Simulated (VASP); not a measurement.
Energy against volume of Al$_{3}$Sc (L1_2). Computed with PW91 GGA, VASP's PBE PAW potentials (set 64) (plane waves; VASP). Run with 520 eV cut-off, 8×8×8 Γ-centred mesh, first-order Methfessel-Paxton smearing of 0.10 eV, potentials Sc_sv Al.

```json
[
 {"V (Å³/atom)": "16.309", "E (eV/atom)": "-4.76195"},
 {"V (Å³/atom)": "16.830", "E (eV/atom)": "-4.77577"},
 {"V (Å³/atom)": "17.350", "E (eV/atom)": "-4.77984"},
 {"V (Å³/atom)": "17.871", "E (eV/atom)": "-4.77575"}
]
```

Fit these four points and predict the energy of the run at 18.391 Å³/atom.

A cubic in V^(−2/3), the third-order Birch-Murnaghan form, passes through the four points with V0 = 17.33 Å³/atom and B0 = 84 GPa, and gives -4.7648 eV/atom there. The run gave -4.7647 eV/atom, +0.1 meV/atom from the fit; all five points give B0 = 84 GPa.

The compound is Al3Sc in the L1_2 structure. It was relaxed first.
